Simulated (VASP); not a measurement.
Consider the following.

```xyz
4
Lattice="1.2520 -2.1685 0.0000 1.2520 2.1685 0.0000 0.0000 0.0000 6.6600" Properties=species:S:1:pos:R:3 pbc="T T T"
B      1.2520     0.7228     1.6650
B      1.2520    -0.7228     4.9950
N      1.2520    -0.7228     1.6650
N      1.2520     0.7228     4.9950
```

Calculation: G0W0 on PBE orbitals, VASP's PBE PAW potentials (set 64) (plane waves; VASP). Run with PREC = Normal, 500 eV cut-off, 4×4×4 Γ-centred mesh, Gaussian smearing of 0.010 eV, potentials B_GW N_GW_new.

The mesh is coarse and the basis finite, so the quasiparticle values are not converged.

NBANDS = 192, ENCUTGW = 180 eV, NOMEGA = 64. The PBE levels (eV) that the step starts from are:

```csv
state,KS energy,filling
"k1 (0.00, 0.00, 0.00), band 5",1.77,2
"k1 (0.00, 0.00, 0.00), band 6",1.77,2
"k1 (0.00, 0.00, 0.00), band 7",1.80,2
"k1 (0.00, 0.00, 0.00), band 8",1.80,2
"k1 (0.00, 0.00, 0.00), band 9",8.34,0
"k1 (0.00, 0.00, 0.00), band 10",13.39,0
"k1 (0.00, 0.00, 0.00), band 11",14.66,0
"k1 (0.00, 0.00, 0.00), band 12",14.66,0
"k10 (0.25, 0.00, 0.50), band 5",-0.59,2
"k10 (0.25, 0.00, 0.50), band 6",-0.59,2
"k10 (0.25, 0.00, 0.50), band 7",0.17,2
"k10 (0.25, 0.00, 0.50), band 8",0.17,2
"k10 (0.25, 0.00, 0.50), band 9",11.29,0
"k10 (0.25, 0.00, 0.50), band 10",11.29,0
"k10 (0.25, 0.00, 0.50), band 11",13.41,0
"k10 (0.25, 0.00, 0.50), band 12",13.41,0
"k12 (0.25, 0.25, 0.50), band 5",-2.76,2
"k12 (0.25, 0.25, 0.50), band 6",-2.76,2
"k12 (0.25, 0.25, 0.50), band 7",1.97,2
"k12 (0.25, 0.25, 0.50), band 8",1.97,2
"k12 (0.25, 0.25, 0.50), band 9",8.81,0
"k12 (0.25, 0.25, 0.50), band 10",8.81,0
"k12 (0.25, 0.25, 0.50), band 11",15.19,0
"k12 (0.25, 0.25, 0.50), band 12",15.19,0
```

Task: Give the quasiparticle energies and renormalisation factors Z.

Result: 
| state | QP energy (eV) | Z |
|---|---|---|
| k1 (0.00, 0.00, 0.00), band 5 | 0.27 | 0.80 |
| k1 (0.00, 0.00, 0.00), band 6 | 0.27 | 0.80 |
| k1 (0.00, 0.00, 0.00), band 7 | 0.31 | 0.81 |
| k1 (0.00, 0.00, 0.00), band 8 | 0.31 | 0.81 |
| k1 (0.00, 0.00, 0.00), band 9 | 8.72 | 0.85 |
| k1 (0.00, 0.00, 0.00), band 10 | 14.47 | 0.77 |
| k1 (0.00, 0.00, 0.00), band 11 | 16.46 | 0.82 |
| k1 (0.00, 0.00, 0.00), band 12 | 16.46 | 0.82 |
| k10 (0.25, 0.00, 0.50), band 5 | -2.08 | 0.76 |
| k10 (0.25, 0.00, 0.50), band 6 | -2.08 | 0.76 |
| k10 (0.25, 0.00, 0.50), band 7 | -1.42 | 0.79 |
| k10 (0.25, 0.00, 0.50), band 8 | -1.42 | 0.79 |
| k10 (0.25, 0.00, 0.50), band 9 | 12.28 | 0.80 |
| k10 (0.25, 0.00, 0.50), band 10 | 12.28 | 0.80 |
| k10 (0.25, 0.00, 0.50), band 11 | 14.66 | 0.79 |
| k10 (0.25, 0.00, 0.50), band 12 | 14.66 | 0.79 |
| k12 (0.25, 0.25, 0.50), band 5 | -4.54 | 0.77 |
| k12 (0.25, 0.25, 0.50), band 6 | -4.54 | 0.77 |
| k12 (0.25, 0.25, 0.50), band 7 | 0.65 | 0.79 |
| k12 (0.25, 0.25, 0.50), band 8 | 0.65 | 0.79 |
| k12 (0.25, 0.25, 0.50), band 9 | 9.86 | 0.81 |
| k12 (0.25, 0.25, 0.50), band 10 | 9.86 | 0.81 |
| k12 (0.25, 0.25, 0.50), band 11 | 15.90 | 0.81 |
| k12 (0.25, 0.25, 0.50), band 12 | 15.90 | 0.81 |
On the mesh the gap opens from 4.72 to 6.81 eV.

The compound is BN in the hex structure. The cell was not relaxed at this level. The k-mesh is coarse (spacing up to 0.72 per Å, 2π included), so the numbers may not be converged in it.
